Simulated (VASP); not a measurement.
An input for Ansatz (written as the equivalent of a VASP run, and not itself run):

Ansatz 0.2 input:
```yaml
crystal:
  lattice:
    - [3.8125707, 0.0000000, 0.0000000]
    - [0.0000000, 3.8125707, 0.0000000]
    - [0.0000000, 0.0000000, 3.8125707]
  atoms:
    - { symbol: Cu, position: [0.0000000, 0.5000000, 0.5000000] }
    - { symbol: Cu, position: [0.5000000, 0.0000000, 0.5000000] }
    - { symbol: Cu, position: [0.5000000, 0.5000000, 0.0000000] }
    - { symbol: Au, position: [0.0000000, 0.0000000, 0.0000000] }
kpoints:
  mp_grid: { grid: [9, 9, 9] }
hamiltonian:
  xc: revpbe
  pseudopotentials: { kind: paw }
scf:
  occupations: { method: tetrahedron }
  max_iter: 100
output: { forces: true, stress: true, eigenvalues: true }
```

Question: Translate this input to VASP (INCAR, KPOINTS, POSCAR, choice of POTCAR).

Answer: One answer among several that fit: 
POSCAR:
```
Cu3Au
1.0
  3.8125706541   0.0000000000   0.0000000000
  0.0000000000   3.8125706541   0.0000000000
  0.0000000000   0.0000000000   3.8125706541
Cu Au
3 1
Cart
  0.0000000000   1.9062853270   1.9062853270
  1.9062853270   0.0000000000   1.9062853270
  1.9062853270   1.9062853270   0.0000000000
  0.0000000000   0.0000000000   0.0000000000
```

File KPOINTS:
```
Automatic mesh
0
Gamma
9 9 9
0 0 0
```

INCAR:
```
SYSTEM  =  Cu3Au
PREC  =  Accurate; ENCUT  =  520; LREAL  =  .False.
LASPH  =  .True.
EDIFF  =  1E-7; NELM  =  100; ALGO  =  Normal
LMAXMIX  =  6
ISMEAR  =  -5
GGA  =  RE
ISIF  =  2
LWAVE  =  .False.; LCHARG  =  .True.; LORBIT  =  11
NEDOS  =  601
```

POTCAR, in this order: Cu Au (PBE.64 set). Program: vasp_std.

The two are equivalent in intent, not identical: each code has its own PAW files, so the cut-off isn't converted (ENCUT is set for VASP's; basis.ecutwfc is left out, and Ansatz then takes the one that its files recommend); Ansatz stops its SCF on the density residual and VASP on the energy change (EDIFF).

The compound is Cu3Au in the L1_2 structure. It was relaxed first, which changed the volume by +5 %.
